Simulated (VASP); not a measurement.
All values below come from revPBE GGA, VASP's PBE PAW potentials (set 64) (plane waves; VASP).

VASP ran on this input.

### INCAR
```
SYSTEM = KTaO3
PREC = Accurate; ENCUT = 520; LREAL = F
LASPH = T
EDIFF = 1E-7; NELM = 100; ALGO = Normal
LMAXMIX = 6
ISMEAR = -5
GGA = RE
ISIF = 2
LWAVE = F; LCHARG = T; LORBIT = 11
NEDOS = 601
LEFG = T
```

**POSCAR**
```
KTaO3
1.0
  4.0516495885   0.0000000000   0.0000000000
  0.0000000000   4.0516495885   0.0000000000
  0.0000000000   0.0000000000   4.0516495885
K Ta O
1 1 3
Cartesian
  0.0000000000   0.0000000000   0.0000000000
  2.0258247943   2.0258247943   2.0258247943
  2.0258247943   0.0000000000   2.0258247943
  0.0000000000   2.0258247943   2.0258247943
  2.0258247943   2.0258247943   0.0000000000
```

File KPOINTS:
```
Automatic mesh
0
Gamma
6 6 6
0 0 0
```

POTCAR, in this order: K_sv Ta_pv O (PBE.64 set). Program: vasp_std.

What VASP printed:

### OSZICAR
```
       N       E                     dE             d eps       ncg     rms          rms(c)
DAV:   1     0.331800600352E+03    0.33180E+03   -0.21740E+04   920   0.167E+03
DAV:   2    -0.305133777927E+02   -0.36231E+03   -0.35576E+03  1150   0.441E+02
DAV:   3    -0.476296190836E+02   -0.17116E+02   -0.17074E+02  1179   0.965E+01
DAV:   4    -0.480707288805E+02   -0.44111E+00   -0.44093E+00  1614   0.131E+01
DAV:   5    -0.480733621711E+02   -0.26333E-02   -0.26332E-02  1172   0.979E-01    0.327E+01
DAV:   6    -0.395131554155E+02    0.85602E+01   -0.44809E+01  1109   0.458E+01    0.128E+01
DAV:   7    -0.393923591555E+02    0.12080E+00   -0.24695E+00  1175   0.104E+01    0.831E+00
DAV:   8    -0.393628468034E+02    0.29512E-01   -0.44641E-01  1183   0.575E+00    0.146E+00
DAV:   9    -0.393541649997E+02    0.86818E-02   -0.33282E-02  1290   0.131E+00    0.294E-01
DAV:  10    -0.393541269021E+02    0.38098E-04   -0.10150E-02  1211   0.756E-01    0.559E-02
DAV:  11    -0.393542751869E+02   -0.14828E-03   -0.45520E-04  1257   0.168E-01    0.424E-02
DAV:  12    -0.393543522530E+02   -0.77066E-04   -0.11775E-04  1185   0.834E-02    0.684E-03
DAV:  13    -0.393543537224E+02   -0.14693E-05   -0.67600E-06  1485   0.208E-02    0.467E-03
DAV:  14    -0.393543538889E+02   -0.16651E-06   -0.25350E-06  1137   0.110E-02    0.200E-03
DAV:  15    -0.393543538903E+02   -0.14611E-08   -0.11771E-07   861   0.252E-03
   1 F= -.39354354E+02 E0= -.39354354E+02  d E =0.000000E+00
```

### OUTCAR
```
------------------------ aborting loop because EDIFF is reached ----------------------------------------
  FORCE on cell =-STRESS in cart. coord.  units (eV):
  Direction    XX          YY          ZZ          XY          YZ          ZX
  --------------------------------------------------------------------------------------
  Total       -0.0460835     -0.0460835     -0.0460835     -0.0000000     -0.0000000     -0.0000000
  in kB       -1.1100955     -1.1100955     -1.1100955     -0.0000000     -0.0000000     -0.0000000
  external PRESSURE =      -1.1100955 kB  Pullay stress =       0.0000000 kB
  volume of cell :       66.51
      direct lattice vectors                 reciprocal lattice vectors
     4.051649589  0.000000000  0.000000000     0.246813052  0.000000000  0.000000000
     0.000000000  4.051649589  0.000000000     0.000000000  0.246813052  0.000000000
     0.000000000  0.000000000  4.051649589     0.000000000  0.000000000  0.246813052
 POSITION                                       TOTAL-FORCE (eV/Angst)
 -----------------------------------------------------------------------------------
      0.00000      0.00000      0.00000         0.000000      0.000000      0.000000
      2.02582      2.02582      2.02582         0.000000      0.000000      0.000000
      2.02582      0.00000      2.02582         0.000000      0.000000      0.000000
      0.00000      2.02582      2.02582         0.000000      0.000000      0.000000
      2.02582      2.02582      0.00000         0.000000      0.000000      0.000000
 -----------------------------------------------------------------------------------
    total drift:                                0.000000      0.000000     -0.000000
  FREE ENERGIE OF THE ION-ELECTRON SYSTEM (eV)
  ---------------------------------------------------
  free  energy   TOTEN  =       -39.3543538903 eV

  energy  without entropy=      -39.3543538903  energy(sigma->0) =      -39.35435389

 total charge

# of ion       s       p       d       tot
------------------------------------------
    1        1.962   5.632   0.042   7.636
    2        0.333   6.318   1.988   8.639
    3        1.563   3.503   0.000   5.067
    4        1.563   3.503   0.000   5.067
    5        1.563   3.503   0.000   5.067
--------------------------------------------------
tot          6.985  22.460   2.030  31.475

 Electric field gradients after diagonalization (V/A^2)
 (convention: |V_zz| > |V_xx| > |V_yy|)
----------------------------------------------------------------------
 ion       V_xx      V_yy      V_zz     asymmetry (V_yy - V_xx)/ V_zz
----------------------------------------------------------------------
   1       0.000     0.000    -0.000       0.206
   2       0.000     0.000     0.000      -0.348
   3     -14.475   -14.475    28.949       0.000
   4     -14.475   -14.475    28.949       0.000
   5     -14.475   -14.475    28.949       0.000
```
(Selected blocks of OUTCAR.)

The compound is KTaO3 in the cubic perovskite structure. It was relaxed first.
